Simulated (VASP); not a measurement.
Input:

```
CELL_PARAMETERS angstrom
      0.00000     2.82712     2.82712
      2.82712     0.00000     2.82712
      2.82712     2.82712     0.00000
ATOMIC_POSITIONS crystal
  Al 0.00000 0.00000 0.00000
  As 0.75000 0.75000 0.75000
```

Level of theory: PBE GGA, VASP's PBE PAW potentials (set 64) (plane waves; VASP). Run with 300 eV cut-off, 10×10×10 Γ-centred mesh, Gaussian smearing of 0.010 eV, potentials Al As.

What does the run give for the energy per atom (σ→0), pressure, band gap (on the k-mesh) with the smallest direct gap where there is one?

```json
{
  "band gap (on the k-mesh)": "1.43 eV",
  "smallest direct gap (on the k-mesh)": "2.09 eV",
  "energy per atom (σ→0)": "-4.684 eV/atom",
  "pressure": "3.03 GPa"
}
```

Total energies compare only between runs with the same potentials, cut-off and functional.

The structure comes from a computed database's AlAs entry; how it stands against other phases isn't given here. The cell was not relaxed at this level.
